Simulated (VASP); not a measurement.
**W (Tungsten) under strain**

How does the pressure of W (Tungsten) answer to a change of volume? The bands are shown for each cell. All runs use LDA. Left out of this account: 1 further run (fields: a reference on another mesh). The start is a cell from a database of measured crystal structures.

Method: LDA; plane waves and PAW (W), in VASP 6.6.1.

## (1) Set-up

It takes space group Im-3m (No. 229, cubic). The conventional cell has a = 3.165 Å, b = 3.165 Å, c = 3.165 Å, α = 90.00°, β = 90.00°, γ = 90.00°. W has 8 W at 2.74 Å nearest.

As a file:

```xyz
1
Lattice="-1.5823 1.5823 1.5823 1.5823 -1.5823 1.5823 1.5823 1.5823 -1.5823" Properties=species:S:1:pos:R:3 pbc="T T T"
W     0.0000    0.0000    0.0000
```

## (2) Bands, cell as listed

The mesh alone shows little of the dispersion and can miss band extrema, so KPOINTS_OPT adds a path through the symmetry points after the self-consistent cycle. LDA, the lowest rung, knows the local density alone.

INCAR reads:

```
SYSTEM = W
PREC = Accurate
ENCUT = 400
EDIFF = 1E-06
NELM = 100
ISMEAR = -1
SIGMA = 0.05
LREAL = .FALSE.
ALGO = Normal
GGA = CA
NBANDS = 14
LASPH = .TRUE.
LORBIT = 11
LWAVE = .FALSE.
LCHARG = .FALSE.
KPAR = 2
```

POSCAR reads:

```
W
1.0
   -1.5823450000      1.5823450000      1.5823450000
    1.5823450000     -1.5823450000      1.5823450000
    1.5823450000      1.5823450000     -1.5823450000
W
1
Direct
    0.0000000000      0.0000000000      0.0000000000
```

KPOINTS reads:

```
Automatic mesh
0
Gamma
17 17 17
0 0 0
```

KPOINTS_OPT reads:

```
Line mode
16
Line-mode
Reciprocal
  0.00000000   0.00000000   0.00000000 GAMMA
  0.50000000  -0.50000000   0.50000000 H

  0.50000000  -0.50000000   0.50000000 H
  0.00000000   0.00000000   0.50000000 N

  0.00000000   0.00000000   0.50000000 N
  0.00000000   0.00000000   0.00000000 GAMMA

  0.00000000   0.00000000   0.00000000 GAMMA
  0.25000000   0.25000000   0.25000000 P

  0.25000000   0.25000000   0.25000000 P
  0.50000000  -0.50000000   0.50000000 H

  0.25000000   0.25000000   0.25000000 P
  0.00000000   0.00000000   0.50000000 N
```

The projector-augmented-wave data sets are W (LDA family, release 64).

Run with:

```console
mpirun -np 2 vasp_std
```

What it wrote:

```text
[banner, memory and clock lines left out]
running    2 mpi-ranks, on    1 nodes
 distrk:  each k-point on    1 cores,    2 groups
 distr:  one band on    1 cores,    1 groups

 POSCAR found type information on POSCAR W
 POSCAR found :  1 types and       1 ions
 LDA part: xc-table for (Slater(with rela. corr.)+CA(PZ))
 , standard interpolation
 POSCAR, INCAR and KPOINTS ok, starting setup
 FFT: planning ... GRIDC
 FFT: planning ... GRID_SOFT
 FFT: planning ... GRID
 WAVECAR not read
 entering main loop
       N       E                     dE             d eps       ncg     rms          rms(c)
DAV:   1     0.491409921581E+01    0.49141E+01   -0.23729E+03  4682   0.292E+02
DAV:   2    -0.146423970305E+02   -0.19556E+02   -0.18777E+02  5976   0.892E+01
DAV:   3    -0.149194745736E+02   -0.27708E+00   -0.27673E+00  6156   0.816E+00
DAV:   4    -0.149197761078E+02   -0.30153E-03   -0.30153E-03  5988   0.322E-01
DAV:   5    -0.149197767476E+02   -0.63975E-06   -0.63966E-06  6162   0.133E-02    0.204E+01
DAV:   6    -0.143853447851E+02    0.53443E+00   -0.28814E-01  6414   0.261E+00    0.956E+00
DAV:   7    -0.141921896136E+02    0.19316E+00   -0.33025E-01  6356   0.259E+00    0.300E-01
DAV:   8    -0.141901519867E+02    0.20376E-02   -0.58539E-03  5478   0.388E-01    0.184E-01
DAV:   9    -0.141896693979E+02    0.48259E-03   -0.22975E-04  6314   0.470E-02    0.571E-02
DAV:  10    -0.141896639890E+02    0.54089E-05   -0.28098E-05  5892   0.279E-02    0.168E-02
DAV:  11    -0.141896642084E+02   -0.21935E-06   -0.10709E-06  5376   0.737E-03
   1 F= -.14189664E+02 E0= -.14187363E+02  d E =-.460197E-02
 Start KPOINTS_OPT (optional k-point list driver)
k-point batch [1-96\96]
       N       E                     dE             ncg
DAV:   1     0.515865861872E+04   -0.15483E+05     2712
DAV:   2     0.323889758051E+04   -0.19198E+04     3426
DAV:   3     0.321111226006E+04   -0.27785E+02     3540
DAV:   4     0.321107712786E+04   -0.35132E-01     3258
DAV:   5     0.321107702247E+04   -0.10539E-03     3564
DAV:   6     0.321107702198E+04   -0.49094E-06     3224
```

It took 5.8 s on 2 MPI ranks of Intel Xeon 6975P-C (Granite Rapids), shared host; peak memory 0.28 GiB.

The logs omit lines about the potential files and the build; timing stands in the text.

From OUTCAR (step 2):

```text
ion  position               nearest neighbor table
   1  0.000  0.000  0.000-

  LATTYP: Found a body centered cubic cell.
 ALAT       =     3.1646900000

 Subroutine GETGRP returns: Found 48 space group operations
 (whereof 48 operations were pure point group operations)

The static configuration has the point symmetry O_h .

 Found    165 irreducible k-points:

   k-points           NKPTS =    165   k-points in BZ     NKDIM =    165   number of bands    NBANDS=     14

   dimension x,y,z NGX =    18 NGY =   18 NGZ =   18
   dimension x,y,z NGXF=    36 NGYF=   36 NGZF=   36

   ENCUT  =  400.0 eV  29.40 Ry    5.42 a.u.   4.47  4.47  4.47*2*pi/ulx,y,z

   NELECT =       6.0000    total number of electrons

 k-points in reciprocal lattice and weights: Automatic mesh
   0.00000000  0.00000000  0.00000000       0.000
   0.05882353  0.00000000  0.00000000       0.002
   0.11764706  0.00000000  0.00000000       0.002
   0.17647059  0.00000000  0.00000000       0.002
   0.23529412  0.00000000  0.00000000       0.002
   0.29411765  0.00000000  0.00000000       0.002
   0.35294118  0.00000000  0.00000000       0.002
   0.41176471  0.00000000  0.00000000       0.002
   0.47058824  0.00000000  0.00000000       0.002
[...]
-0.47058824 -0.47058824  0.41176471       0.002
  -0.47058824  0.47058824  0.47058824       0.001

 average (electrostatic) potential at core
       1 -38.2126

 E-fermi :   7.8482

 k-point     1 :       0.0000    0.0000    0.0000
  band No.  band energies     occupation
      1      -1.7291      2.00000
      2       6.5297      2.00000
      3       6.5297      2.00000
      4       6.5297      2.00000
      5       9.9720      0.00000
      6       9.9720      0.00000
      7      23.0859      0.00000
      8      23.0859      0.00000
      9      23.0859      0.00000
    ...

 k-point     2 :       0.0588    0.0000    0.0000
  band No.  band energies     occupation
      1      -1.5651      2.00000
      2       6.4294      2.00000
      3       6.5095      2.00000
      4       6.6928      2.00000
      5       9.8140      0.00000
      6       9.9749      0.00000
      7      23.2268      0.00000
      8      23.3713      0.00000
      9      23.4885      0.00000
    ...

 k-point     3 :       0.1176    0.0000    0.0000
  band No.  band energies     occupation
      1      -1.0920      2.00000
      2       6.1544      2.00000
      3       6.4157      2.00000
      4       7.1764      2.00000
      5       9.4875      0.00000
      6       9.9916      0.00000
      7      23.5643      0.00000
      8      24.1995      0.00000
      9      24.4857      0.00000
    ...

  Total       -1.0924986     -1.0924986     -1.0924986      0.0000000      0.0000000      0.0000000
  in kB     -110.4505658   -110.4505658   -110.4505658      0.0000000      0.0000000      0.0000000
  external PRESSURE =    -110.4505658 kB  Pullay stress =       0.0000000 kB

  energy-cutoff  :      400.00
  volume of cell :       15.85
      direct lattice vectors                 reciprocal lattice vectors
    -1.582345000  1.582345000  1.582345000     0.000000000  0.315986716  0.315986716
     1.582345000 -1.582345000  1.582345000     0.315986716  0.000000000  0.315986716
     1.582345000  1.582345000 -1.582345000     0.315986716  0.315986716  0.000000000

 POSITION                                       TOTAL-FORCE (eV/Angst)
 -----------------------------------------------------------------------------------
      0.00000      0.00000      0.00000         0.000000     -0.000000      0.000000
 -----------------------------------------------------------------------------------
    total drift:                               -0.000000     -0.000000     -0.000000

  FREE ENERGIE OF THE ION-ELECTRON SYSTEM (eV)
  ---------------------------------------------------
  free  energy   TOTEN  =       -14.1896642084 eV

  energy  without entropy=      -14.1850622426  energy(sigma->0) =      -14.18736323

 total charge
# of ion       s       p       d       tot
------------------------------------------
    1        0.673   0.706   4.176   5.555

[... 3 further parts left out ...]
```

Spin-orbit coupling is off here; with elements this heavy it splits and shifts levels by tenths of an eV or more. At this level the cell is under a tension of 11.0 GPa, so at these settings it is away from equilibrium. The data set W keeps the semicore shell frozen, which is cheaper and a little less accurate.

This step gave:

```yaml
scf_cycles: 11
electrons: 6
bands: 14
irreducible_k_points: 165
symmetry_operations: 48
free_energy_toten: -14.19 eV
energy_at_zero_smearing: -14.19 eV
fermi_energy: 7.848 eV
pressure: -11.05 GPa
metallic: yes
```

Electronic bands along the path, in eV, zero at the Fermi level; # counts the bands kept:

```csv
point,#1,#2,#3,#4,#5,#6
Γ,-9.58,-1.32,-1.32,-1.32,2.12,2.12
0.47 of the way,-5.56,-2.48,-0.77,-0.77,0.98,3.40
H,-5.88,-5.88,5.07,5.07,5.07,8.43
0.47 of the way,-4.89,-3.99,-0.36,0.26,5.49,7.52
N,-6.29,-3.63,0.80,2.03,2.98,6.05
0.53 of the way,-7.42,-2.49,-1.86,1.13,1.47,2.29
Γ,-9.58,-1.32,-1.32,-1.32,2.12,2.12
0.47 of the way,-6.40,-2.86,-2.86,2.11,2.11,3.14
P,-2.99,-2.99,-2.99,3.14,3.14,6.67
0.53 of the way,-3.73,-3.73,-3.00,2.87,2.87,9.04
H,-5.88,-5.88,5.07,5.07,5.07,8.43
jump to P,-2.99,-2.99,-2.99,3.14,3.14,6.67
0.47 of the way,-4.72,-3.65,-1.20,2.60,3.07,8.66
N,-6.29,-3.63,0.80,2.03,2.98,6.05
```

The electronic bands as a text plot (rows in eV, shown from -8.0 to 1.8 only):

```
    1.6 | *    * *          *    * **
    1.2 |                         *
    0.8 |  *  *         *  * *           *                      *
    0.4 |    *          * *       *                     *
    0.0 |   *   *        *  * *    *                           *
   -0.4 |   *  *               *        *                     *
   -0.8 |  *  *                     *  *               *
   -1.2 |*****           *          ***
   -1.6 |    *             *    * ***  **                    *
   -2.0 |                 *      ***     *            *     *
   -2.5 |     *           *               *       **
   -2.9 |                  *     *            ****  *      *
   -3.3 |      *         *  *  **          ***** *   *     *
   -3.7 |                    **              *       *      *****
   -4.1 |       *                                 * * *
   -4.5 |       *       *                          *   *     *
   -4.9 |      * *      **                  *           *
   -5.3 |         *   **  *                                   *
   -5.7 |     *    ****    *               *             **    *
   -6.2 |                   ****                                *
   -6.6 |    *                  *
   -7.0 |                        *        *
   -7.4 |
   -7.8 |   *                     *      *
         Γ           H       N        Γ         P        H|P    N
```

There is no gap at this level.

## (3) Bands, volume times 1.04

The cell is expanded evenly, with fractional positions held.

INCAR is that of step 2.

POSCAR reads:

```
W
1.0
   -1.6031677168      1.6031677168      1.6031677168
    1.6031677168     -1.6031677168      1.6031677168
    1.6031677168      1.6031677168     -1.6031677168
W
1
Direct
    0.0000000000      0.0000000000      0.0000000000
```

KPOINTS is that of step 2.

KPOINTS_OPT is that of step 2.

Run with:

```console
mpirun -np 2 vasp_std
```

What it wrote:

```text
[... set-up lines as in an earlier step ...]
 entering main loop
       N       E                     dE             d eps       ncg     rms          rms(c)
DAV:   1     0.362655734635E+01    0.36266E+01   -0.23207E+03  4652   0.288E+02
DAV:   2    -0.146184803470E+02   -0.18245E+02   -0.17509E+02  5940   0.856E+01
DAV:   3    -0.148925473442E+02   -0.27407E+00   -0.27347E+00  6120   0.810E+00
DAV:   4    -0.148928561021E+02   -0.30876E-03   -0.30875E-03  5874   0.323E-01
DAV:   5    -0.148928567567E+02   -0.65458E-06   -0.65475E-06  6192   0.136E-02    0.191E+01
DAV:   6    -0.143234135262E+02    0.56944E+00   -0.33094E-01  6432   0.277E+00    0.871E+00
DAV:   7    -0.141268999538E+02    0.19651E+00   -0.36156E-01  6452   0.267E+00    0.343E-01
DAV:   8    -0.141249472977E+02    0.19527E-02   -0.76506E-03  5436   0.429E-01    0.171E-01
DAV:   9    -0.141244518883E+02    0.49541E-03   -0.24184E-04  6314   0.482E-02    0.551E-02
DAV:  10    -0.141244449475E+02    0.69407E-05   -0.33130E-05  6006   0.305E-02    0.191E-02
DAV:  11    -0.141244451278E+02   -0.18027E-06   -0.12074E-06  5582   0.768E-03
   1 F= -.14124445E+02 E0= -.14122131E+02  d E =-.462913E-02
 Start KPOINTS_OPT (optional k-point list driver)
k-point batch [1-96\96]
       N       E                     dE             ncg
DAV:   1     0.499206698793E+04   -0.15075E+05     2726
DAV:   2     0.313556032240E+04   -0.18565E+04     3366
DAV:   3     0.310822616225E+04   -0.27334E+02     3588
DAV:   4     0.310819074594E+04   -0.35416E-01     3270
DAV:   5     0.310819063125E+04   -0.11469E-03     3558
DAV:   6     0.310819063075E+04   -0.50338E-06     3230
```

Run time: 5.8 s. Hardware: 2 MPI ranks; peak memory 0.27 GiB.

From OUTCAR (step 3):

```text
  LATTYP: Found a body centered cubic cell.
 ALAT       =     3.2063354336

The static configuration has the point symmetry O_h .

 Found    165 irreducible k-points:

   ENCUT  =  400.0 eV  29.40 Ry    5.42 a.u.   4.53  4.53  4.53*2*pi/ulx,y,z

   NELECT =       6.0000    total number of electrons

 E-fermi :   7.3899

 k-point     1 :       0.0000    0.0000    0.0000
  band No.  band energies     occupation
      1      -1.9472      2.00000
      2       6.1491      2.00000
      3       6.1491      2.00000
      4       6.1491      2.00000
      5       9.4291      0.00000
      6       9.4291      0.00000
      7      22.5234      0.00000
      8      22.5234      0.00000
      9      22.5234      0.00000
    ...

 k-point     2 :       0.0588    0.0000    0.0000
  band No.  band energies     occupation
      1      -1.7905      2.00000
      2       6.0549      2.00000
      3       6.1303      2.00000
      4       6.3036      2.00000
      5       9.2832      0.00000
      6       9.4323      0.00000
      7      22.6545      0.00000
      8      22.7959      0.00000
      9      22.8925      0.00000
    ...

  Total       -2.2267247     -2.2267247     -2.2267247      0.0000000     -0.0000000      0.0000000
  in kB     -216.4612919   -216.4612919   -216.4612919      0.0000000     -0.0000000      0.0000000
  external PRESSURE =    -216.4612919 kB  Pullay stress =       0.0000000 kB

  energy-cutoff  :      400.00
  volume of cell :       16.48
      direct lattice vectors                 reciprocal lattice vectors
    -1.603167717  1.603167717  1.603167717     0.000000000  0.311882528  0.311882528
     1.603167717 -1.603167717  1.603167717     0.311882528  0.000000000  0.311882528
     1.603167717  1.603167717 -1.603167717     0.311882528  0.311882528  0.000000000

 POSITION                                       TOTAL-FORCE (eV/Angst)
 -----------------------------------------------------------------------------------
      0.00000      0.00000      0.00000        -0.000000      0.000000      0.000000
 -----------------------------------------------------------------------------------
    total drift:                                0.000000      0.000000      0.000000

  FREE ENERGIE OF THE ION-ELECTRON SYSTEM (eV)
  ---------------------------------------------------
  free  energy   TOTEN  =       -14.1244451278 eV

  energy  without entropy=      -14.1198160023  energy(sigma->0) =      -14.12213057

 total charge
# of ion       s       p       d       tot
------------------------------------------
    1        0.652   0.671   4.091   5.414

[... 4 parts as in an earlier step ...]

[... 6 further parts left out ...]
```

Numbers from this step:

```
free energy (TOTEN)     : -14.12 eV
energy at zero smearing : -14.12 eV
Fermi energy            : 7.390 eV
pressure                : -21.65 GPa
```

Electronic bands along the path, in eV, zero at the Fermi level; # counts the bands kept:

| point | #1 | #2 | #3 | #4 | #5 | #6 |
| --- | --- | --- | --- | --- | --- | --- |
| Γ | -9.34 | -1.24 | -1.24 | -1.24 | 2.04 | 2.04 |
| 0.53 of the way | -4.79 | -3.02 | -0.33 | -0.33 | 1.55 | 3.19 |
| H | -5.56 | -5.56 | 4.80 | 4.80 | 4.80 | 8.13 |
| 0.53 of the way | -4.66 | -3.27 | -1.02 | 0.00 | 5.28 | 6.76 |
| N | -6.02 | -3.43 | 0.69 | 1.92 | 2.82 | 5.71 |
| 0.47 of the way | -6.82 | -2.57 | -1.80 | 1.52 | 1.73 | 2.27 |
| Γ | -9.34 | -1.24 | -1.24 | -1.24 | 2.04 | 2.04 |
| 0.47 of the way | -6.28 | -2.70 | -2.70 | 2.02 | 2.02 | 2.97 |
| P | -2.88 | -2.88 | -2.88 | 2.97 | 2.97 | 6.30 |
| 0.47 of the way | -3.52 | -3.15 | -3.15 | 2.58 | 2.58 | 8.35 |
| H | -5.56 | -5.56 | 4.80 | 4.80 | 4.80 | 8.13 |
| jump to P | -2.88 | -2.88 | -2.88 | 2.97 | 2.97 | 6.30 |
| 0.47 of the way | -4.53 | -3.46 | -1.20 | 2.46 | 2.91 | 8.20 |
| N | -6.02 | -3.43 | 0.69 | 1.92 | 2.82 | 5.71 |

The electronic bands as a text plot (rows in eV, shown from -8.0 to 1.8 only):

```
    1.6 | *    * *          *    * **
    1.2 |                         *
    0.8 |  *  *         *  * *           *                      *
    0.4 |    *  *       * *       *                     *
   -0.1 |   *            *  * *    *                           *
   -0.5 |   *  *               *        *                     *
   -0.9 | ** **          *          *  *               *
   -1.3 |****              *    *   ****
   -1.7 |    *                   ****   *                    *
   -2.1 |                 *       **     *            *     *
   -2.5 |     *            *     *        *    *  **
   -2.9 |      *                *          *  ****  *      *
   -3.3 |                *  ****            ***  *   *      *****
   -3.7 |       *                                    *      *
   -4.1 |               *                         *** *      *
   -4.5 |       **       *                             *
   -4.9 |      *  *    ** *                 *           *     *
   -5.4 |     *    ****    *               *             **
   -5.8 |                   *                                  *
   -6.2 |    *               ****                               *
   -6.6 |
   -7.0 |                        *        *
   -7.4 |
   -7.8 |   *                     *      *
         Γ           H       N        Γ         P        H|P    N
```

 The pressure is -21.65 GPa.

Of the bands kept, 3 cross the Fermi level on this path.

(Continued in part 2 of 3.)

[Lines on the potential files, build, host, timing and source positions are cut from VASP's logs without a mark.]

[Logs are printed without paths, hosts, clocks, repeated set-up lines and the standing remarks that a program may print on its own settings, such as how far it seeks lower states.]

[Hosts, paths, dates, database ids (printed as entryN), source tags and the programs' standing remarks are cut or masked in the printed files.]

[A measured line is paired with the nearest computed mode of its activity, which favours agreement.]
